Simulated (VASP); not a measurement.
Ta:

```
Ta
1.0
    -1.65128    1.65128    1.65128
     1.65128   -1.65128    1.65128
     1.65128    1.65128   -1.65128
Ta
1
Direct
  0.00000 0.00000 0.00000
```

| Item | Value |
| --- | --- |
| Program | VASP 6.6.1 |
| Task | relaxation of cell and atoms |
| Functional | PBE |
| Potentials or basis | VASP PAW PBE potentials, release 64 (Ta_pv) |
| Cutoff | 600 eV |
| k mesh | 23 × 23 × 23 |
| Occupations | fermi-dirac, width 0.05 eV |
| Spin | no spin polarisation |

At the start: pressure 3.2 GPa; volume 18.01 Å³/atom.

Q: Where does the relaxation end?

A: Over 3 steps the energy falls by 2.9 meV/atom and the volume is 18.30 Å³/atom (+1.6 %); space group Im-3m (No. 229, to 0.05 Å).

The path:
```csv
step,energy change (eV),largest force (eV/Å),pressure (GPa),volume (Å³)
1,0.0000,0.0000,3.25,18.01
2,0.0117,0.0000,-6.75,18.98
3,-0.0029,0.0000,-0.02,18.30
```

Final structure:
```xyz
1
Lattice="-1.6602 1.6602 1.6602 1.6602 -1.6602 1.6602 1.6602 1.6602 -1.6602" Properties=species:S:1:pos:R:3 pbc="T T T"
Ta    0.0000    0.0000    0.0000
```
